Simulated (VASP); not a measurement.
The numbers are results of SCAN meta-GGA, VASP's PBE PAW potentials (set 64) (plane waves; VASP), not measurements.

VASP input:

**KPOINTS_OPT**
```
k-points along high-symmetry lines
6
Line-mode
Reciprocal
  0.000000   0.000000   0.000000 ! GAMMA
  0.000000   0.000000   0.500000 ! X

  0.000000   0.000000   0.500000 ! X
  0.250000   0.250000   0.250000 ! P

  0.250000   0.250000   0.250000 ! P
  0.000000   0.500000   0.000000 ! N

  0.000000   0.500000   0.000000 ! N
  0.000000   0.000000   0.000000 ! GAMMA

  0.000000   0.000000   0.000000 ! GAMMA
  0.500000   0.500000  -0.500000 ! M

  0.500000   0.500000  -0.500000 ! M
  0.289522   0.710478  -0.289522 ! S

 -0.289522   0.289522   0.289522 ! S_0
  0.000000   0.000000   0.000000 ! GAMMA

  0.000000   0.000000   0.500000 ! X
 -0.079043   0.079043   0.500000 ! R

  0.500000   0.500000  -0.079043 ! G
  0.500000   0.500000  -0.500000 ! M
```

KPOINTS:
```
Automatic mesh
0
Gamma
9 9 9
0 0 0
```

**POSCAR**
```
TiO2
5.4771720
 -0.3454062171   0.3454062171   0.8725761393
  0.3454062171  -0.3454062171   0.8725761393
  0.3454062171   0.3454062171  -0.8725761393
Ti O
2 4
Cartesian
  0.0000000000   0.0000000000   0.0000000000
  0.0000000000   0.3454062171   0.4362880696
 -0.0000000000   0.0000000000   0.3623531561
  0.0000000000   0.3454062171   0.7986412257
  0.0000000000   0.3454062171   0.0739349136
  0.0000000000  -0.0000000000   1.3827991225
```

**INCAR**
```
# general
SYSTEM =TiO2
PREC   =Accurate
ENCUT  =520
LREAL  =.FALSE.
LASPH  =.TRUE.

# electronic loop
EDIFF  =1E-7
NELM   =100
ALGO   =Normal
LMAXMIX=4
LMIXTAU=.TRUE.

# smearing
ISMEAR =-5

# functional
METAGGA=SCAN

# ions
ISIF   =2

# output
LWAVE  =.FALSE.
LCHARG =.FALSE.
LORBIT =11
NEDOS  =601

# other
LEFG   =.TRUE.
```

POTCAR, in this order: Ti_sv O (PBE.64 set). Program: vasp_std.

The resulting files:

### OUTCAR
```
 ion  position               nearest neighbor table
   1  0.000  0.000  0.000-   5 1.93   4 1.93   5 1.93   4 1.93   3 1.98   6 1.98
   2  0.750  0.250  0.500-   6 1.93   3 1.93   6 1.93   3 1.93   4 1.98   5 1.98
   3  0.208  0.208  0.000-   2 1.93   2 1.93   1 1.98
   4  0.958  0.458  0.500-   1 1.93   1 1.93   2 1.98
   5  0.542  0.042  0.500-   1 1.93   1 1.93   2 1.98
   6  0.792  0.792  0.000-   2 1.93   2 1.93   1 1.98
  LATTYP: Found a body centered tetragonal cell.
 ALAT       =     3.7836985220
 C/A-ratio  =     2.5262317123
 Subroutine PRICEL returns:
 Original cell was already a primitive cell.
 Subroutine GETGRP returns: Found 16 space group operations
The static configuration has the point symmetry D_2d.
 The point group associated with its full space group is D_4h.
The dynamic configuration has the point symmetry D_2d.
 Subroutine INISYM returns: Found 16 space group operations
 Subroutine IBZKPT returns following result:
 Found     75 irreducible k-points:

 Following reciprocal coordinates:
            Coordinates               Weight
  0.000000  0.000000  0.000000      1.000000
  0.111111 -0.000000  0.000000      8.000000
  0.222222 -0.000000  0.000000      8.000000
...
```

OSZICAR:
```
       N       E                     dE             d eps       ncg     rms          rms(c)
DAV:   1     0.672302685211E+03    0.67230E+03   -0.25554E+04  4200   0.203E+03
DAV:   2     0.516339082974E+01   -0.66714E+03   -0.64845E+03  4716   0.594E+02
DAV:   3    -0.103479476898E+03   -0.10864E+03   -0.10749E+03  6436   0.219E+02
DAV:   4    -0.109037603248E+03   -0.55581E+01   -0.55520E+01  5920   0.497E+01
DAV:   5    -0.109291381612E+03   -0.25378E+00   -0.25372E+00  5812   0.848E+00    0.336E+01
DAV:   6    -0.781207770153E+02    0.31171E+02   -0.82881E+01  5584   0.108E+02    0.936E+00
DAV:   7    -0.764530534657E+02    0.16677E+01   -0.60480E+00  5408   0.190E+01    0.547E+00
DAV:   8    -0.814587433215E+02   -0.50057E+01   -0.26554E+00  4808   0.149E+01    0.226E+00
DAV:   9    -0.765960199638E+02    0.48627E+01   -0.15383E+00  4392   0.126E+01    0.123E+00
DAV:  10    -0.771982931877E+02   -0.60227E+00   -0.30892E-01  4952   0.531E+00    0.598E-01
DAV:  11    -0.770525717236E+02    0.14572E+00   -0.11358E-01  4544   0.294E+00    0.223E-01
DAV:  12    -0.772366916588E+02   -0.18412E+00   -0.13639E-01  4500   0.301E+00    0.138E-01
DAV:  13    -0.772550135097E+02   -0.18322E-01   -0.10689E-02  4632   0.114E+00    0.130E-01
DAV:  14    -0.772559838044E+02   -0.97029E-03   -0.81831E-04  4852   0.269E-01    0.504E-02
DAV:  15    -0.772589277012E+02   -0.29439E-02   -0.15580E-03  4716   0.431E-01    0.192E-02
DAV:  16    -0.772590779989E+02   -0.15030E-03   -0.52188E-05  5556   0.658E-02    0.137E-02
DAV:  17    -0.772591537254E+02   -0.75726E-04   -0.39295E-05  4924   0.584E-02    0.985E-03
DAV:  18    -0.772591939291E+02   -0.40204E-04   -0.47782E-05  4556   0.704E-02    0.247E-03
DAV:  19    -0.772592084890E+02   -0.14560E-04   -0.27478E-06  5656   0.150E-02    0.159E-03
DAV:  20    -0.772592064461E+02    0.20430E-05   -0.45203E-07  4076   0.644E-03    0.772E-04
DAV:  21    -0.772592052128E+02    0.12333E-05   -0.12606E-07  2672   0.398E-03    0.363E-04
DAV:  22    -0.772592039168E+02    0.12960E-05   -0.24154E-07  3656   0.547E-03    0.167E-04
DAV:  23    -0.772592037949E+02    0.12190E-06   -0.15133E-08  2632   0.121E-03    0.253E-04
DAV:  24    -0.772592044704E+02   -0.67548E-06   -0.43398E-09  2624   0.598E-04    0.167E-04
DAV:  25    -0.772592047780E+02   -0.30764E-06   -0.17532E-09  2616   0.327E-04    0.149E-04
DAV:  26    -0.772592050830E+02   -0.30502E-06   -0.61407E-10  2564   0.257E-04    0.104E-04
DAV:  27    -0.772592055433E+02   -0.46025E-06   -0.80939E-10  2532   0.260E-04    0.181E-05
DAV:  28    -0.772592055673E+02   -0.24063E-07   -0.40106E-10  2468   0.207E-04
   1 F= -.77259206E+02 E0= -.77259206E+02  d E =0.000000E+00
       N       E                     dE             ncg
```

File OUTCAR:
```
------------------------ aborting loop because EDIFF is reached ----------------------------------------
  FORCE on cell =-STRESS in cart. coord.  units (eV):
  Direction    XX          YY          ZZ          XY          YZ          ZX
  --------------------------------------------------------------------------------------
  Total       -0.0908641     -0.0908641      0.0886146      0.0000000      0.0000000      0.0000000
  in kB       -2.1276995     -2.1276995      2.0750229      0.0000000      0.0000000      0.0000000
  external PRESSURE =      -0.7267920 kB  Pullay stress =       0.0000000 kB
  volume of cell :       68.42
      direct lattice vectors                 reciprocal lattice vectors
    -1.891849261  1.891849261  4.779249598     0.000000000  0.264291670  0.104618934
     1.891849261 -1.891849261  4.779249598     0.264291670  0.000000000  0.104618934
     1.891849261  1.891849261 -4.779249598     0.264291670  0.264291670  0.000000000
 POSITION                                       TOTAL-FORCE (eV/Angst)
 -----------------------------------------------------------------------------------
      0.00000      0.00000      0.00000        -0.000000     -0.000000      0.000000
      0.00000      1.89185      2.38962        -0.000000     -0.000000      0.000000
      0.00000      0.00000      1.98467        -0.000000      0.000000     -0.009885
     -0.00000      1.89185      4.37430         0.000000     -0.000000     -0.009885
      0.00000      1.89185      0.40495         0.000000     -0.000000      0.009885
      0.00000      0.00000      7.57383        -0.000000      0.000000      0.009885
 -----------------------------------------------------------------------------------
    total drift:                               -0.000000     -0.000000      0.000000
  FREE ENERGIE OF THE ION-ELECTRON SYSTEM (eV)
  ---------------------------------------------------
  free  energy   TOTEN  =       -77.2592055673 eV

  energy  without entropy=      -77.2592055673  energy(sigma->0) =      -77.25920557

 total charge

# of ion       s       p       d       tot
------------------------------------------
    1        2.222   6.300   1.674  10.196
    2        2.222   6.300   1.674  10.196
    3        1.581   3.536   0.000   5.117
    4        1.581   3.536   0.000   5.117
    5        1.581   3.536   0.000   5.117
    6        1.581   3.536   0.000   5.117
--------------------------------------------------
tot         10.768  26.743   3.348  40.859

 Electric field gradients after diagonalization (V/A^2)
 (convention: |V_zz| > |V_xx| > |V_yy|)
----------------------------------------------------------------------
 ion       V_xx      V_yy      V_zz     asymmetry (V_yy - V_xx)/ V_zz
----------------------------------------------------------------------
   1      -4.648    -4.647     9.296       0.000
   2      -4.648    -4.647     9.296       0.000
   3     -12.941    -3.969    16.909       0.531
   4     -12.941    -3.969    16.909       0.531
   5     -12.941    -3.969    16.909       0.531
   6     -12.941    -3.969    16.909       0.531
```
(Selected blocks of OUTCAR.)

The structure comes from a measured TiO2 entry (I4_1/amd) of the Crystallography Open Database, whose conditions weren't checked. It was relaxed first.
